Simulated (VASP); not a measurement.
Data:

```xyz
2
Lattice="0.0000 2.8271 2.8271 2.8271 0.0000 2.8271 2.8271 2.8271 0.0000" Properties=species:S:1:pos:R:3 pbc="T T T"
Ca     0.0000     0.0000     0.0000
S      2.8271     2.8271     2.8271
```

These are vdW-DF-cx, VASP's PBE PAW potentials (set 64) (plane waves; VASP) values and carry that method's errors. Numerical set-up: 520 eV cut-off, 8×8×8 Γ-centred mesh, Gaussian smearing of 0.050 eV, potentials Ca_sv S.

Problem. The job: CaS (rock salt), 2 atoms, vdW-DF-cx, static run, 520 eV, 8×8×8 Γ-centred mesh. Roughly how much core time does it take on a busy server core?

Solution. About 50 core-seconds (one run on a shared machine, a rough figure). It had 29 irreducible k-points, 12 bands, up to 1243 plane waves and 14 electronic steps.

The compound is CaS in the rock salt structure. It was relaxed first.
